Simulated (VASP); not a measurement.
Computed with PBEsol GGA, VASP's PBE PAW potentials (set 64) (plane waves; VASP).

Input for VASP

POSCAR:
```
ZrPt3
1
    3.9900000000     0.0000000000     0.0000000000
    0.0000000000     3.9900000000     0.0000000000
    0.0000000000     0.0000000000     3.9900000000
Zr Pt
1 3
Direct
  0.0000000000   0.0000000000   0.0000000000
  0.0000000000   0.5000000000   0.5000000000
  0.5000000000   0.0000000000   0.5000000000
  0.5000000000   0.5000000000   0.0000000000
```

### KPOINTS
```
Automatic
0
G
 11 11 11
```

**INCAR**
```
LWAVE = .False.
ENCUT = 300   # plane-wave cut-off (eV)
LASPH = .True.   # aspherical one-centre terms
PREC = Accurate
LCHARG = .False.
NELM = 100   # most electronic steps
SIGMA = 0.1
ALGO = Normal   # blocked Davidson
ISMEAR = 0   # Gaussian
LMAXMIX = 6   # l cut-off of mixed one-centre charges
SYSTEM = ZrPt3
GGA = PS   # PBEsol
ISIF = 2
EDIFF = 1E-6
LREAL = .False.   # projection in real space or not
```

POTCAR, in this order: Zr_sv Pt (PBE.64 set). Program: vasp_std.

Output

OSZICAR:
```
       N       E                     dE             d eps       ncg     rms          rms(c)
DAV:   1     0.211321916738E+03    0.21132E+03   -0.16411E+04  2800   0.109E+03
DAV:   2    -0.261528147122E+02   -0.23747E+03   -0.23323E+03  3285   0.304E+02
DAV:   3    -0.359644650074E+02   -0.98117E+01   -0.96949E+01  4171   0.538E+01
DAV:   4    -0.361806493292E+02   -0.21618E+00   -0.21582E+00  3607   0.774E+00
DAV:   5    -0.361845857628E+02   -0.39364E-02   -0.39349E-02  3962   0.919E-01    0.251E+01
DAV:   6    -0.345634555889E+02    0.16211E+01   -0.39809E+00  2885   0.136E+01    0.110E+01
DAV:   7    -0.342607650441E+02    0.30269E+00   -0.14997E+00  3590   0.662E+00    0.332E+00
DAV:   8    -0.342195329163E+02    0.41232E-01   -0.20976E-01  3579   0.280E+00    0.175E+00
DAV:   9    -0.342151947555E+02    0.43382E-02   -0.20886E-02  3335   0.109E+00    0.594E-01
DAV:  10    -0.342143789805E+02    0.81578E-03   -0.14228E-03  3770   0.277E-01    0.497E-02
DAV:  11    -0.342143852720E+02   -0.62916E-05   -0.11396E-04  3853   0.709E-02    0.258E-02
DAV:  12    -0.342143808157E+02    0.44563E-05   -0.22372E-05  3424   0.280E-02    0.401E-03
DAV:  13    -0.342143809646E+02   -0.14892E-06   -0.87353E-07  1809   0.571E-03
   1 F= -.34214381E+02 E0= -.34213624E+02  d E =-.151404E-02
```

**OUTCAR**
```
------------------------ aborting loop because EDIFF is reached ----------------------------------------
  FORCE on cell =-STRESS in cart. coord.  units (eV):
  Direction    XX          YY          ZZ          XY          YZ          ZX
  --------------------------------------------------------------------------------------
  Total        0.2040931      0.2040931      0.2040931      0.0000000      0.0000000     -0.0000000
  in kB        5.1477830      5.1477830      5.1477830      0.0000000      0.0000000     -0.0000000
  external PRESSURE =       5.1477830 kB  Pullay stress =       0.0000000 kB
  volume of cell :       63.52
      direct lattice vectors                 reciprocal lattice vectors
     3.990000000  0.000000000  0.000000000     0.250626566  0.000000000  0.000000000
     0.000000000  3.990000000  0.000000000     0.000000000  0.250626566  0.000000000
     0.000000000  0.000000000  3.990000000     0.000000000  0.000000000  0.250626566
 POSITION                                       TOTAL-FORCE (eV/Angst)
 -----------------------------------------------------------------------------------
      0.00000      0.00000      0.00000         0.000000      0.000000      0.000000
      0.00000      1.99500      1.99500         0.000000      0.000000      0.000000
      1.99500      0.00000      1.99500         0.000000      0.000000      0.000000
      1.99500      1.99500      0.00000         0.000000      0.000000      0.000000
 -----------------------------------------------------------------------------------
    total drift:                                0.000000     -0.000000     -0.000000
  FREE ENERGIE OF THE ION-ELECTRON SYSTEM (eV)
  ---------------------------------------------------
  free  energy   TOTEN  =       -34.2143809646 eV

  energy  without entropy=      -34.2128669252  energy(sigma->0) =      -34.21362394
```
(Selected blocks of OUTCAR.)

At this cut-off the stress carries a Pulay error, which pulls relaxed volumes low.

The structure comes from a measured ZrPt3 entry of the Crystallography Open Database, whose conditions weren't checked. The cell was not relaxed at this level.
